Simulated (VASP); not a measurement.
These are LDA (Ceperley-Alder, Perdew-Zunger), VASP's LDA PAW potentials (set 64) (plane waves; VASP 6.6.1) values and carry that method's errors.

Input for VASP

**POSCAR**
```
PtS2
1
    1.8029220000    -3.1227530000     0.0000000000
    1.8029220000     3.1227530000     0.0000000000
    0.0000000000     0.0000000000     5.1337440000
Pt S
1 2
Direct
  0.0000000000   0.0000000000   0.0000000000
  0.3333330000   0.6666670000   0.2300000000
  0.6666670000   0.3333330000   0.7700000000
```

### INCAR
```
# general
SYSTEM  = PtS2
PREC    = Accurate
ENCUT   = 300   # plane-wave cut-off (eV)
LREAL   = .FALSE.   # projection in real space or not
LASPH   = .TRUE.

# electronic loop
EDIFF   = 1E-6
NELM    = 100
ALGO    = Normal   # blocked Davidson
LMAXMIX = 6   # l cut-off of mixed one-centre charges

# smearing
ISMEAR  = -1   # Fermi-Dirac
SIGMA   = 0.05   # width (eV)

# ions
ISIF    = 2

# output
LWAVE   = .FALSE.
LCHARG  = .FALSE.
```

File KPOINTS:
```
Regular mesh
0
gamma
6 6 4
0 0 0
```

POTCAR, in this order: Pt S (LDA.64 set). Program: vasp_std.

The run wrote:

**OSZICAR**
```
       N       E                     dE             d eps       ncg     rms          rms(c)
DAV:   1     0.699501331367E+02    0.69950E+02   -0.77787E+03   783   0.820E+02
DAV:   2    -0.165658473311E+02   -0.86516E+02   -0.84539E+02   951   0.191E+02
DAV:   3    -0.194584587856E+02   -0.28926E+01   -0.28834E+01   902   0.392E+01
DAV:   4    -0.194888391706E+02   -0.30380E-01   -0.30377E-01   930   0.425E+00
DAV:   5    -0.194894108844E+02   -0.57171E-03   -0.57170E-03   930   0.546E-01    0.179E+01
DAV:   6    -0.184086247062E+02    0.10808E+01   -0.79556E+00   727   0.285E+01    0.116E+01
DAV:   7    -0.181486815593E+02    0.25994E+00   -0.14334E+00   748   0.129E+01    0.550E+00
DAV:   8    -0.181165707714E+02    0.32111E-01   -0.99143E-02   804   0.225E+00    0.118E+00
DAV:   9    -0.181105079626E+02    0.60628E-02   -0.13878E-02   853   0.128E+00    0.275E-01
DAV:  10    -0.181105364559E+02   -0.28493E-04   -0.19758E-03   860   0.312E-01    0.824E-02
DAV:  11    -0.181105420470E+02   -0.55911E-05   -0.55419E-05   945   0.728E-02    0.404E-02
DAV:  12    -0.181105397345E+02    0.23126E-05   -0.82600E-06   846   0.301E-02    0.908E-03
DAV:  13    -0.181105397340E+02    0.51045E-09   -0.95021E-07   479   0.738E-03
   1 F= -.18110540E+02 E0= -.18110521E+02  d E =-.372845E-04
```

**OUTCAR**
```
------------------------ aborting loop because EDIFF is reached ----------------------------------------
  FORCE on cell =-STRESS in cart. coord.  units (eV):
  Direction    XX          YY          ZZ          XY          YZ          ZX
  --------------------------------------------------------------------------------------
  Total       -2.4028298     -2.4028306     -1.3129788      0.0000000      0.0000000     -0.0000000
  in kB      -66.5970233    -66.5970444    -36.3906252      0.0000000      0.0000000     -0.0000000
  external PRESSURE =     -56.5282309 kB  Pullay stress =       0.0000000 kB
  volume of cell :       57.81
      direct lattice vectors                 reciprocal lattice vectors
     1.802922000 -3.122753000  0.000000000     0.277327583 -0.160115129  0.000000000
     1.802922000  3.122753000  0.000000000     0.277327583  0.160115129  0.000000000
     0.000000000  0.000000000  5.133744000     0.000000000  0.000000000  0.194789612
 POSITION                                       TOTAL-FORCE (eV/Angst)
 -----------------------------------------------------------------------------------
      0.00000      0.00000      0.00000        -0.000000      0.000000      0.000000
      1.80292      1.04092      1.18076         0.000000      0.000000     -0.133431
      1.80292     -1.04092      3.95298         0.000000     -0.000000      0.133431
 -----------------------------------------------------------------------------------
    total drift:                                0.000000     -0.000000      0.000000
  FREE ENERGIE OF THE ION-ELECTRON SYSTEM (eV)
  ---------------------------------------------------
  free  energy   TOTEN  =       -18.1105397340 eV

  energy  without entropy=      -18.1105024494  energy(sigma->0) =      -18.11052109
```
(Selected blocks of OUTCAR.)

OUTCAR:
```
 val. band max:        5.8333633237   @ k =   0.0000   0.1667   0.2500

 cond. band min:       6.6136739798   @ k =   0.0000   0.3333   0.2500


 Fermi energy:         6.2234745442

 k-point     1 :       0.0000    0.0000    0.0000
  band No.  band energies     occupation
      1      -9.1213      2.00000
      2      -6.2277      2.00000
      3      -0.6724      2.00000
      4      -0.6724      2.00000
      5      -0.6659      2.00000
      6       2.1904      2.00000
      7       2.1904      2.00000
      8       4.1122      2.00000
      9       4.8014      2.00000
     10       4.8014      2.00000
     11       5.8063      1.99952
     12       8.0678      0.00000
     13       8.0678      0.00000
     14      10.5355      0.00000
     15      10.9141      0.00000

 k-point     2 :       0.1667    0.0000    0.0000
  band No.  band energies     occupation
      1      -8.7860      2.00000
      2      -6.4019      2.00000
      3      -0.4559      2.00000
      4      -0.4533      2.00000
      5      -0.2837      2.00000
      6       1.6307      2.00000
      7       1.9711      2.00000
      8       3.3278      2.00000
      9       4.6791      2.00000
     10       4.7436      2.00000
     11       5.7081      1.99993
     12       7.2811      0.00000
     13       7.9223      0.00000
     14      11.5953      0.00000
     15      12.0882      0.00000

 k-point     3 :       0.3333    0.0000    0.0000
  band No.  band energies     occupation
      1      -7.9488      2.00000
      2      -6.7509      2.00000
      3      -0.4768      2.00000
      4      -0.0522      2.00000
      5       0.6061      2.00000
      6       0.7825      2.00000
      7       1.9378      2.00000
      8       2.8231      2.00000
      9       3.9363      2.00000
     10       3.9591      2.00000
     11       4.5035      2.00000
     12       7.3500      0.00000
     13       8.1746      0.00000
     14      11.0578      0.00000
     15      13.0316      0.00000
...
```

At this cut-off the stress carries a Pulay error, which pulls relaxed volumes low. Unless said otherwise, spin-orbit coupling is left out, though it shifts the bands of the heavy elements here.

The structure is a typed PtS2 crystal. The cell was not relaxed at this level.
